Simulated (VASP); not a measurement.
An input for Ansatz (written as the equivalent of a VASP run, and not itself run):

Ansatz 0.2 input:
```yaml
crystal:
  lattice:
    - [2.0029771, 1.1564198, 6.5482064]
    - [-2.0029771, 1.1564198, 6.5482064]
    - [0.0000000, -2.3128385, 6.5482064]
  atoms:
    - { symbol: In, position: [0.5004436, 0.5004436, 0.5004436] }
    - { symbol: Ga, position: [0.0001053, 0.0001053, 0.0001053] }
    - { symbol: P, position: [0.1195187, 0.1195187, 0.1195187] }
    - { symbol: P, position: [0.6299164, 0.6299164, 0.6299164] }
kpoints:
  mp_grid: { grid: [6, 6, 6] }
hamiltonian:
  xc: pbesol
  pseudopotentials: { kind: paw }
scf:
  occupations: { method: gaussian, width: 0.05 }
  max_iter: 100
relax:
  max_steps: 60
  f_tol: 0.02
  cell: {}
output: { forces: true, stress: true, eigenvalues: true }
```

Translate this input to VASP (INCAR, KPOINTS, POSCAR, choice of POTCAR).

Several could match; the one computed here: 
**POSCAR**
```
InGaP2
1
    2.0029771301     1.1564197598     6.5482063990
   -2.0029771301     1.1564197598     6.5482063990
   -0.0000000000    -2.3128385446     6.5482064013
In Ga P
1 1 2
Direct
  0.5004435618   0.5004435618   0.5004435618
  0.0001052871   0.0001052871   0.0001052871
  0.1195187157   0.1195187157   0.1195187157
  0.6299164354   0.6299164354   0.6299164354
```

KPOINTS:
```
K-points
0
gamma
6 6 6
```

INCAR:
```
# general
SYSTEM   =  InGaP2
PREC     =  Accurate
ENCUT    =  400
LREAL    =  F
LASPH    =  T

# electronic loop
EDIFF    =  1E-6
NELM     =  100
ALGO     =  Normal
LMAXMIX  =  4

# smearing
ISMEAR   =  0
SIGMA    =  0.05

# functional
GGA      =  PS

# ions
IBRION   =  2
NSW      =  60
ISIF     =  3
EDIFFG   =  -0.02

# output
LWAVE    =  F
LCHARG   =  F
```

POTCAR, in this order: In_d Ga_d P (PBE.64 set). Program: vasp_std.

What does not carry over: each code has its own PAW files, so the cut-off isn't converted (ENCUT is set for VASP's; basis.ecutwfc is left out, and Ansatz then takes the one that its files recommend); Ansatz stops its SCF on the density residual and VASP on the energy change (EDIFF).

The structure comes from a computed database's InGaP2 entry (R3m); how it stands against other phases isn't given here. This run relaxes it. Symmetry was kept, so distortions that lower it aren't found. The start is the result of an earlier pass.
